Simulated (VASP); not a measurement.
Output of a VASP run:

### OUTCAR
```
 ion  position               nearest neighbor table
   1  0.500  0.000  0.000-  33 2.40  46 2.40  54 2.40  62 2.40
   2  0.750  0.250  0.000-  33 2.40  34 2.40  44 2.40  55 2.40
   3  0.750  0.000  0.250-  33 2.40  35 2.40  39 2.40  49 2.40
   4  0.000  0.000  0.000-  36 2.40  39 2.40  44 2.40  63 2.40
   5  0.250  0.250  0.000-  36 2.40  37 2.40  54 2.40  60 2.40
   6  0.500  0.500  0.000-  37 2.40  38 2.40  55 2.40  61 2.40
   7  0.750  0.750  0.000-  38 2.40  39 2.40  56 2.40  62 2.40
   8  0.250  0.000  0.250-  36 2.40  40 2.40  46 2.40  57 2.40
   9  0.495  0.254  0.249-  37 2.34  40 2.40  64 2.43  33 2.44
  10  0.750  0.504  0.251-  41 2.37  38 2.38  64 2.39  34 2.43
  11  0.500  0.000  0.500-  40 2.40  42 2.40  49 2.40  59 2.40
  12  0.750  0.248  0.496-  35 2.35  64 2.36  42 2.41  43 2.44
  13  0.750  0.000  0.750-  42 2.40  44 2.40  53 2.40  62 2.40
  14  0.000  0.500  0.000-  34 2.40  45 2.40  56 2.40  60 2.40
  15  0.250  0.750  0.000-  45 2.40  46 2.40  61 2.40  63 2.40
  16  0.000  0.250  0.250-  34 2.40  35 2.40  36 2.40  47 2.40
  17  0.250  0.500  0.250-  37 2.40  45 2.40  47 2.40  48 2.40
  18  0.500  0.750  0.250-  38 2.40  46 2.40  48 2.40  49 2.40
  19  0.000  0.000  0.500-  35 2.40  50 2.40  53 2.40  57 2.40
  20  0.250  0.250  0.500-  40 2.40  47 2.40  50 2.40  51 2.40
  21  0.496  0.501  0.502-  51 2.36  48 2.38  52 2.40  64 2.47
  22  0.750  0.750  0.500-  41 2.40  49 2.40  52 2.40  53 2.40
  23  0.250  0.000  0.750-  50 2.40  54 2.40  59 2.40  63 2.40
  24  0.500  0.250  0.750-  42 2.40  51 2.40  54 2.40  55 2.40
  25  0.750  0.500  0.750-  43 2.40  52 2.40  55 2.40  56 2.40
  26  0.000  0.750  0.250-  39 2.40  41 2.40  45 2.40  57 2.40
  27  0.000  0.500  0.500-  41 2.40  43 2.40  47 2.40  58 2.40
  28  0.250  0.750  0.500-  48 2.40  57 2.40  58 2.40  59 2.40
  29  0.000  0.250  0.750-  43 2.40  44 2.40  50 2.40  60 2.40
  30  0.250  0.500  0.750-  51 2.40  58 2.40  60 2.40  61 2.40
  31  0.500  0.750  0.750-  52 2.40  59 2.40  61 2.40  62 2.40
  32  0.000  0.750  0.750-  53 2.40  56 2.40  58 2.40  63 2.40
  33  0.625  0.125  0.125-   1 2.40   2 2.40   3 2.40   9 2.44
  34  0.875  0.375  0.125-   2 2.40  14 2.40  16 2.40  10 2.43
  35  0.875  0.125  0.375-  12 2.35   3 2.40  16 2.40  19 2.40
  36  0.125  0.125  0.125-   4 2.40   5 2.40   8 2.40  16 2.40
  37  0.375  0.375  0.125-   9 2.34   6 2.40   5 2.40  17 2.40
  38  0.625  0.625  0.125-  10 2.38   7 2.40   6 2.40  18 2.40
  39  0.875  0.875  0.125-   3 2.40   4 2.40   7 2.40  26 2.40
  40  0.375  0.125  0.375-   8 2.40  11 2.40  20 2.40   9 2.40
  41  0.875  0.625  0.375-  10 2.37  22 2.40  26 2.40  27 2.40
  42  0.625  0.125  0.625-  11 2.40  13 2.40  24 2.40  12 2.41
  43  0.875  0.375  0.625-  25 2.40  27 2.40  29 2.40  12 2.44
  44  0.875  0.125  0.875-   2 2.40   4 2.40  13 2.40  29 2.40
  45  0.125  0.625  0.125-  14 2.40  15 2.40  17 2.40  26 2.40
  46  0.375  0.875  0.125-   1 2.40   8 2.40  15 2.40  18 2.40
  47  0.125  0.375  0.375-  16 2.40  17 2.40  20 2.40  27 2.40
  48  0.375  0.625  0.375-  21 2.38  18 2.40  17 2.40  28 2.40
  49  0.625  0.875  0.375-   3 2.40  11 2.40  18 2.40  22 2.40
  50  0.125  0.125  0.625-  19 2.40  20 2.40  23 2.40  29 2.40
  51  0.375  0.375  0.625-  21 2.36  20 2.40  24 2.40  30 2.40
  52  0.625  0.625  0.625-  22 2.40  25 2.40  31 2.40  21 2.40
  53  0.875  0.875  0.625-  13 2.40  19 2.40  22 2.40  32 2.40
  54  0.375  0.125  0.875-   1 2.40   5 2.40  23 2.40  24 2.40
  55  0.625  0.375  0.875-   2 2.40   6 2.40  24 2.40  25 2.40
  56  0.875  0.625  0.875-   7 2.40  14 2.40  25 2.40  32 2.40
  57  0.125  0.875  0.375-   8 2.40  19 2.40  26 2.40  28 2.40
  58  0.125  0.625  0.625-  27 2.40  28 2.40  30 2.40  32 2.40
  59  0.375  0.875  0.625-  11 2.40  23 2.40  28 2.40  31 2.40
  60  0.125  0.375  0.875-   5 2.40  14 2.40  29 2.40  30 2.40
  61  0.375  0.625  0.875-   6 2.40  15 2.40  30 2.40  31 2.40
  62  0.625  0.875  0.875-   1 2.40   7 2.40  13 2.40  31 2.40
  63  0.125  0.875  0.875-   4 2.40  15 2.40  23 2.40  32 2.40
  64  0.629  0.374  0.375-  12 2.36  10 2.39   9 2.43  21 2.47
 Subroutine IBZKPT returns following result:
 Found      1 irreducible k-points:

 Following reciprocal coordinates:
            Coordinates               Weight
  0.000000  0.000000  0.000000      1.000000
   k-points           NKPTS =      1   k-points in BZ     NKDIM =      1   number of bands    NBANDS=    161
   number of dos      NEDOS =    301   number of ions     NIONS =     64
   total plane-waves  NPLWV = 157464
   dimension x,y,z NGX =    54 NGY =   54 NGZ =   54
   dimension x,y,z NGXF=   108 NGYF=  108 NGZF=  108
   ions per type =              32  31   1
   PREC   = normal    normal or accurate (medium, high low for compatibility)
   ISTART =      0    job   : 0-new  1-cont  2-samecut
   ICHARG =      2    charge: 1-file 2-atom 10-const
...
```

OSZICAR:
```
...
       N       E                     dE             d eps       ncg     rms          rms(c)
DAV:   1    -0.290511988027E+03   -0.18298E-01   -0.11616E+00   330   0.201E+00    0.603E-01
RMM:   2    -0.290518381845E+03   -0.63938E-02   -0.79957E-02   322   0.611E-01    0.158E-01
RMM:   3    -0.290519474461E+03   -0.10926E-02   -0.13916E-02   330   0.264E-01    0.134E-01
RMM:   4    -0.290519520082E+03   -0.45620E-04   -0.23344E-03   347   0.110E-01    0.115E-01
RMM:   5    -0.290519459681E+03    0.60401E-04   -0.14969E-03   322   0.672E-02    0.385E-02
RMM:   6    -0.290519433729E+03    0.25952E-04   -0.18764E-04   327   0.313E-02    0.246E-02
RMM:   7    -0.290519413091E+03    0.20639E-04   -0.84168E-05   306   0.162E-02    0.112E-02
RMM:   8    -0.290519414803E+03   -0.17120E-05   -0.14949E-05   196   0.816E-03
   7 F= -.29051941E+03 E0= -.29051941E+03  d E =-.257295E-01
       N       E                     dE             d eps       ncg     rms          rms(c)
DAV:   1    -0.290520567769E+03   -0.11547E-02   -0.30853E-01   340   0.103E+00    0.309E-01
RMM:   2    -0.290522289936E+03   -0.17222E-02   -0.21407E-02   322   0.316E-01    0.825E-02
RMM:   3    -0.290522574759E+03   -0.28482E-03   -0.36876E-03   329   0.136E-01    0.686E-02
RMM:   4    -0.290522588415E+03   -0.13656E-04   -0.63105E-04   346   0.572E-02    0.597E-02
RMM:   5    -0.290522570722E+03    0.17693E-04   -0.38270E-04   322   0.342E-02    0.195E-02
RMM:   6    -0.290522564156E+03    0.65668E-05   -0.48369E-05   256   0.158E-02
   8 F= -.29052256E+03 E0= -.29052256E+03  d E =-.288789E-01
       N       E                     dE             d eps       ncg     rms          rms(c)
DAV:   1    -0.290526454604E+03   -0.38839E-02   -0.34049E-01   346   0.116E+00    0.325E-01
RMM:   2    -0.290528395444E+03   -0.19408E-02   -0.23803E-02   322   0.334E-01    0.845E-02
RMM:   3    -0.290528753177E+03   -0.35773E-03   -0.43384E-03   340   0.142E-01    0.750E-02
RMM:   4    -0.290528717778E+03    0.35399E-04   -0.48112E-04   327   0.555E-02    0.477E-02
RMM:   5    -0.290528715530E+03    0.22481E-05   -0.35192E-04   322   0.328E-02    0.162E-02
RMM:   6    -0.290528709473E+03    0.60562E-05   -0.45857E-05   253   0.152E-02
   9 F= -.29052871E+03 E0= -.29052871E+03  d E =-.614532E-02
       N       E                     dE             d eps       ncg     rms          rms(c)
DAV:   1    -0.290528797853E+03   -0.82323E-04   -0.22975E-02   388   0.303E-01    0.852E-02
RMM:   2    -0.290528948049E+03   -0.15020E-03   -0.17459E-03   322   0.903E-02    0.225E-02
RMM:   3    -0.290528971439E+03   -0.23390E-04   -0.29050E-04   341   0.376E-02    0.223E-02
RMM:   4    -0.290528968375E+03    0.30645E-05   -0.33984E-05   232   0.147E-02
  10 F= -.29052897E+03 E0= -.29052897E+03  d E =-.640422E-02
       N       E                     dE             d eps       ncg     rms          rms(c)
DAV:   1    -0.290530005663E+03   -0.10342E-02   -0.12592E-01   330   0.703E-01    0.172E-01
RMM:   2    -0.290530594400E+03   -0.58874E-03   -0.73131E-03   322   0.183E-01    0.446E-02
RMM:   3    -0.290530681042E+03   -0.86642E-04   -0.12430E-03   337   0.776E-02    0.389E-02
RMM:   4    -0.290530679371E+03    0.16707E-05   -0.16477E-04   339   0.307E-02    0.284E-02
RMM:   5    -0.290530676022E+03    0.33495E-05   -0.10053E-04   320   0.179E-02    0.868E-03
RMM:   6    -0.290530674927E+03    0.10943E-05   -0.13419E-05   194   0.838E-03
  11 F= -.29053067E+03 E0= -.29053067E+03  d E =-.170655E-02
```

### OUTCAR
```
------------------------ aborting loop because EDIFF is reached ----------------------------------------
  FORCE on cell =-STRESS in cart. coord.  units (eV):
  Direction    XX          YY          ZZ          XY          YZ          ZX
  --------------------------------------------------------------------------------------
  Total      -14.4143218    -14.4111886    -14.4278998     -0.1224665      0.2121563     -0.1108441
  in kB      -17.0373565    -17.0336531    -17.0534053     -0.1447522      0.2507633     -0.1310149
  external PRESSURE =     -17.0414716 kB  Pullay stress =       0.0000000 kB
  volume of cell :     1355.51
      direct lattice vectors                 reciprocal lattice vectors
    11.067109208  0.000000000  0.000000000     0.090357832  0.000000000  0.000000000
     0.000000000 11.067109208  0.000000000     0.000000000  0.090357832  0.000000000
     0.000000000  0.000000000 11.067109208     0.000000000  0.000000000  0.090357832
  FREE ENERGIE OF THE ION-ELECTRON SYSTEM (eV)
  ---------------------------------------------------
  free  energy   TOTEN  =      -290.5306749275 eV

  energy  without entropy=     -290.5306749271  energy(sigma->0) =     -290.53067493

 reached required accuracy - stopping structural energy minimisation
```
(Selected blocks of OUTCAR.)

POSCAR:
```
Ga32OP31
1
   11.0671092084     0.0000000000     0.0000000000
    0.0000000000    11.0671092084     0.0000000000
   -0.0000000000    -0.0000000000    11.0671092084
Ga P O
32 31 1
Direct
  0.5000000000   0.0000000000   0.0000000000
  0.7500000000   0.2500000000   0.0000000000
  0.7500000000   0.0000000000   0.2500000000
  0.0000000000   0.0000000000   0.0000000000
  0.2500000000   0.2500000000   0.0000000000
  0.5000000000   0.5000000000   0.0000000000
  0.7500000000   0.7500000000   0.0000000000
  0.2500000000   0.0000000000   0.2500000000
  0.4954900000   0.2536190000   0.2486620000
  0.7495180000   0.5037470000   0.2513050000
  0.5000000000   0.0000000000   0.5000000000
  0.7502460000   0.2476600000   0.4956740000
  0.7500000000   0.0000000000   0.7500000000
  0.0000000000   0.5000000000   0.0000000000
  0.2500000000   0.7500000000   0.0000000000
  0.0000000000   0.2500000000   0.2500000000
  0.2500000000   0.5000000000   0.2500000000
  0.5000000000   0.7500000000   0.2500000000
  0.0000000000   0.0000000000   0.5000000000
  0.2500000000   0.2500000000   0.5000000000
  0.4961940000   0.5008030000   0.5020830000
  0.7500000000   0.7500000000   0.5000000000
  0.2500000000   0.0000000000   0.7500000000
  0.5000000000   0.2500000000   0.7500000000
  0.7500000000   0.5000000000   0.7500000000
  0.0000000000   0.7500000000   0.2500000000
  0.0000000000   0.5000000000   0.5000000000
  0.2500000000   0.7500000000   0.5000000000
  0.0000000000   0.2500000000   0.7500000000
  0.2500000000   0.5000000000   0.7500000000
  0.5000000000   0.7500000000   0.7500000000
  0.0000000000   0.7500000000   0.7500000000
  0.6250000000   0.1250000000   0.1250000000
  0.8750000000   0.3750000000   0.1250000000
  0.8750000000   0.1250000000   0.3750000000
  0.1250000000   0.1250000000   0.1250000000
  0.3750000000   0.3750000000   0.1250000000
  0.6250000000   0.6250000000   0.1250000000
  0.8750000000   0.8750000000   0.1250000000
  0.3750000000   0.1250000000   0.3750000000
  0.8750000000   0.6250000000   0.3750000000
  0.6250000000   0.1250000000   0.6250000000
  0.8750000000   0.3750000000   0.6250000000
  0.8750000000   0.1250000000   0.8750000000
  0.1250000000   0.6250000000   0.1250000000
  0.3750000000   0.8750000000   0.1250000000
  0.1250000000   0.3750000000   0.3750000000
  0.3750000000   0.6250000000   0.3750000000
  0.6250000000   0.8750000000   0.3750000000
  0.1250000000   0.1250000000   0.6250000000
  0.3750000000   0.3750000000   0.6250000000
  0.6250000000   0.6250000000   0.6250000000
  0.8750000000   0.8750000000   0.6250000000
  0.3750000000   0.1250000000   0.8750000000
  0.6250000000   0.3750000000   0.8750000000
  0.8750000000   0.6250000000   0.8750000000
  0.1250000000   0.8750000000   0.3750000000
  0.1250000000   0.6250000000   0.6250000000
  0.3750000000   0.8750000000   0.6250000000
  0.1250000000   0.3750000000   0.8750000000
  0.3750000000   0.6250000000   0.8750000000
  0.6250000000   0.8750000000   0.8750000000
  0.1250000000   0.8750000000   0.8750000000
  0.6289180000   0.3740870000   0.3747110000
```

Problem. Write an INCAR and KPOINTS that could have produced this output.

Solution. This is not unique; one that fits is the input of the run itself, PBE GGA, plane waves, VASP's PBE PAW potentials (set 64).

**KPOINTS**
```
Automatic mesh
0
Gamma
1 1 1
0 0 0
```

INCAR:
```
# general
SYSTEM   =  Ga32OP31
PREC     =  Normal
ENCUT    =  400   # plane-wave cut-off (eV)
LREAL    =  Auto   # projection in real space or not
LASPH    =  T
ISYM     =  0
NELECT   =  256.0

# electronic loop
EDIFF    =  1E-5   # SCF stop (eV)
NELM     =  100   # most electronic steps
NELMIN   =  4
ALGO     =  Fast
LMAXMIX  =  4   # l cut-off of mixed one-centre charges

# smearing
ISMEAR   =  0   # Gaussian
SIGMA    =  0.05   # width (eV)

# functional
GGA      =  PE   # PBE

# ions
IBRION   =  2   # conjugate gradients
NSW      =  60
ISIF     =  2   # forces and stress, cell fixed
EDIFFG   =  -0.03   # ionic stop

# output
LWAVE    =  T
LCHARG   =  F
```

POTCAR, in this order: Ga P O (PBE.64 set). Program: vasp_gam.

At this cut-off the stress carries a Pulay error, which pulls relaxed volumes low. The cell is charged, with a uniform compensating background. The supercell is sampled at Γ alone, which is coarse: total energies, pressure and levels can be off, energies of defects by several tenths of an eV.

The cell is a supercell with a defect, built from GaP (zinc blende): O_P, charge +1. The run is not spin-polarised, so no state with unpaired spins was tried.
